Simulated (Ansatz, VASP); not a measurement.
# MoS2: VASP beside Ansatz, part 3 of 3

One calculation is typed for both programs; each brings its own data sets. How far apart do they land? The cell is taken from a series of runs on this material, whose earlier steps may have relaxed, scaled, displaced or heated it; both programs get it as it stands.

VASP 6.6.1 and Ansatz 0.2.0.

So far: The starting structure; Ansatz: zone-centre phonons, PBEsol, pair 1; VASP: zone-centre phonons, PBEsol, pair 1; Side by side.

## 5. Ansatz: zone-centre phonons, PBEsol, pair 2

Level of this step: Ansatz beside VASP: Kohn-Sham DFT, plane waves, PBEsol (Ansatz).

Second derivatives magnify differences that forces hide, and they need a tight electronic threshold.

The cell is taken from a series of runs on this material, whose earlier steps may have relaxed, scaled, displaced or heated it; both programs get it as it stands.

Input file input.yaml:

```yaml
crystal:
  lattice:
    - [3.112039593, 0.0, 0.0]
    - [-1.5560197965, 2.6142521847, 0.0]
    - [0.0, 0.0, 29.504]
  atoms:
    - { symbol: Mo, position: [0.0, 0.0, 0.3389370933] }
    - { symbol: S, position: [0.3368947415, 0.673789483, 0.3941651344] }
    - { symbol: S, position: [0.6631052585, 0.326210517, 0.2837090522] }
  periodic: [true, true, false]
kpoints:
  mp_grid: { grid: [15, 15, 1] }
hamiltonian:
  xc: pbesol
  pseudopotentials: { kind: paw, azcp: { folder: soft_1 }, xc_functional: pbe }
scf:
  occupations: { method: methfessel_paxton, width: 0.2 }
output:
  eigenvalues: true
phonons:
  method: dfpt
```

Command:

```sh
$ ansatz run input.yaml --threads 4 --pin off --max-ram 16384MiB --backend cpu --events-out ev --progress --plain --runs-dir out
```

Numbers of over 12 decimals in the logs are rounded to 6 here.

Log:

```text
[...]
Crystal: 3 atoms, lattice volume = 240.034 Å³
Basis set: ecut = 420 eV, 4643 PW (Γ), exchange–correlation on 48×48×400 points (8 copies of the dense FFT grid, shifted against one another)
Bands: 17, of which v1, the nominal top of the filled ones, is band 13 counted from 1 (12 counted from 0)
Symmetry: 4 space group operations
[...]
k-point 2: bands = [... 9 lower, -7.7152, -7.0832, -6.7115, -6.2893, -4.7734, -4.4386, -2.4150, -1.8698]
  k-point 63: bands = [... 9 lower, -9.3505, -9.0829, -8.0412, -5.4374, -4.8761, -3.1543, -2.8791, -0.9727]
[...]
ASR residual: 2.153e-5 → 0.000e0 eV/Å²; symmetrization residual: 5.873e-6 eV/Å²
[...]
ASR residual per site (eV/Å²): 2.15e-5 1.89e-5 2.09e-5
  Γ frequencies (cm⁻¹): 0.00 0.00 0.00 245.96 264.67 268.06 268.99 380.04 401.46
[...]
[key lines of the parts left out:]
SCF converged after 11 iterations
Free energy (F): -6669.291337 eV
Fermi energy:    -5.095831 eV
```

## 6. VASP: zone-centre phonons, PBEsol, pair 2

The same cell, functional, mesh and smearing now go to VASP, with its own data sets.

Input file INCAR:

```
SYSTEM = MoS2
PREC = Accurate
ENCUT = 500
EDIFF = 1E-08
NELM = 120
ISMEAR = 1
SIGMA = 0.2
LREAL = .FALSE.
ALGO = Normal
GGA = PS
NBANDS = 19
LASPH = .TRUE.
LORBIT = 11
LWAVE = .FALSE.
LCHARG = .FALSE.
ISIF = 2
IBRION = 8
GGA_COMPAT = .FALSE.
NELMDL = -8
KPAR = 2
```

Input file POSCAR:

```
MoS2
1.0
    3.1120395930      0.0000000000      0.0000000000
   -1.5560197965      2.6142521847      0.0000000000
    0.0000000000      0.0000000000     29.5040000000
Mo S
1 2
Direct
    0.0000000000      0.0000000000      0.3389370933
    0.3368947415      0.6737894830      0.3941651344
    0.6631052585      0.3262105170      0.2837090522
```

Input file KPOINTS:

```
Automatic mesh
0
Gamma
15 15 1
0 0 0
```

Potentials, in the order of the species: Mo_sv and S (PBE family, release 64).

Command:

```sh
$ mpirun -np 2 vasp_std
```

Log:

```text
[banner, memory and clock lines left out]
running    2 mpi-ranks, on    1 nodes
[...]
[... a notice as in an earlier step ...]

 LDA part: xc-table for (Slater+PW92), standard interpolation
 POSCAR, INCAR and KPOINTS ok, starting setup
[...]
entering main loop
       N       E                     dE             d eps       ncg     rms          rms(c)
DAV:   1     0.149693965323E+03    0.14969E+03   -0.12962E+04  3448   0.101E+03
DAV:   2    -0.117012526193E+02   -0.16140E+03   -0.15806E+03  3479   0.219E+02
DAV:   3    -0.238093669808E+02   -0.12108E+02   -0.11996E+02  3331   0.557E+01
DAV:   4    -0.239733025435E+02   -0.16394E+00   -0.16272E+00  3312   0.702E+00
[...]
DAV:  28    -0.225391877634E+02   -0.58484E-07    0.25490E-10  1960   0.782E-05    0.384E-05
DAV:  29    -0.225391877934E+02   -0.30039E-07    0.41079E-10  1885   0.695E-05    0.208E-05
DAV:  30    -0.225391878021E+02   -0.87139E-08    0.54215E-10  1789   0.309E-05
   1 F= -.22539188E+02 E0= -.22539677E+02  d E =0.146687E-02
[...]
RMM:  12    -0.886723806838E-01   -0.80694E-07   -0.23382E-08  4474   0.274E-05    0.407E-06
RMM:  13    -0.886723967278E-01   -0.16044E-07   -0.92335E-09  4644   0.164E-05    0.119E-06
RMM:  14    -0.886724008615E-01   -0.41337E-08   -0.65933E-09  3814   0.120E-05    0.785E-07
 first order change of Fermi-energy  -0.36018E-01
 force on displaced ion       2 direction 2 :  -0.000  -6.788  -0.239
 Linear response progress:
  Degree of freedom:   6/  6
       N       E                     dE             d eps       ncg     rms          rms(c)
RMM:   1    -0.180337233478E+00   -0.18034E+00   -0.12925E-01  6135   0.190E+00
RMM:   2    -0.161929419101E+00    0.18408E-01   -0.14878E-02  4063   0.629E-01    0.380E-01
RMM:   3    -0.162092380656E+00   -0.16296E-03   -0.10103E-03  3903   0.185E-01    0.274E-01
RMM:   4    -0.162447729696E+00   -0.35535E-03   -0.75482E-04  3794   0.157E-01    0.879E-02
[...]
RMM:  21    -0.162252961256E+00   -0.34625E-09   -0.17003E-07  3984   0.159E-05    0.637E-07
RMM:  22    -0.162252961045E+00    0.21129E-09   -0.16715E-07  3793   0.146E-05    0.322E-07
RMM:  23    -0.162252961277E+00   -0.23222E-09   -0.17138E-07  3497   0.142E-05    0.950E-08
 first order change of Fermi-energy  -0.75129E+00
 force on displaced ion       2 direction 3 :  -0.000  -0.233 -14.197
 Linear response finished
```

From OUTCAR (step 6):

```text
  Total       -0.0935482      2.0387825     -0.0154237      0.0000000     -0.0012558      0.0000000
  in kB       -0.6244141     13.6084291     -0.1029497      0.0000000     -0.0083825      0.0000000
  external PRESSURE =       4.2936885 kB  Pullay stress =       0.0000000 kB

 POSITION                                       TOTAL-FORCE (eV/Angst)
 -----------------------------------------------------------------------------------
      0.00000      0.00000     10.00000         0.000000     -0.000000      0.000000
     -0.00000      1.76146     11.62945        -0.000000     -0.000406      0.002568
      1.55602      0.85280      8.37055         0.000000      0.000406     -0.002568
 -----------------------------------------------------------------------------------
    total drift:                               -0.000000      0.000001     -0.000000

[... 1 part as in an earlier step ...]

[... 1 further part left out ...]
```

## 7. Side by side

Both answers:

| quantity | Ansatz | VASP | difference |
| --- | --- | --- | --- |
| optical mode 1 (cm⁻¹) | 246.0 | 244.7 | +0.51 % |
| optical mode 2 (cm⁻¹) | 264.7 | 264.6 | +0.04 % |
| optical mode 3 (cm⁻¹) | 268.1 | 267.8 | +0.09 % |
| optical mode 4 (cm⁻¹) | 269.0 | 268.7 | +0.12 % |
| optical mode 5 (cm⁻¹) | 380.0 | 379.8 | +0.07 % |
| optical mode 6 (cm⁻¹) | 401.5 | 401.7 | -0.06 % |

Modes are paired by rising frequency, not by their patterns, so a pair may set unlike modes beside each other; they are those without the splitting of longitudinal modes. Where the cell holds vacuum, a pressure given here is an average over it and none of the material.

## 8. Outcome

- r.m.s. difference of the optical zone-centre modes, each program's sorted by frequency (zone-centre phonons, PBEsol, pair 1): 0.24 cm⁻¹
- r.m.s. difference of the optical zone-centre modes, each program's sorted by frequency (zone-centre phonons, PBEsol, pair 2): 0.55 cm⁻¹
- difference in optical mode 1 (zone-centre phonons, PBEsol, pair 2): +0.5 %

The r.m.s. difference of the optical zone-centre modes, each program's sorted by frequency is 0.24 cm⁻¹ (zone-centre phonons, PBEsol, pair 1). Among the rows given in per cent, the largest difference of the zone-centre phonons, PBEsol, pair 2 pair is in optical mode 1, +0.5 %. Such differences can come from data sets, numerical settings and the points named under the comparisons, not from the functional's error against experiment.

[Lines on the potential files, build, host, timing and source positions are cut from VASP's logs without a mark.]

[Logs are printed without paths, hosts, clocks, repeated set-up lines and the standing remarks that a program may print on its own settings, such as how far it seeks lower states.]

[Hosts, paths, dates, database ids (printed as entryN), source tags and the programs' standing remarks are cut or masked in the printed files.]
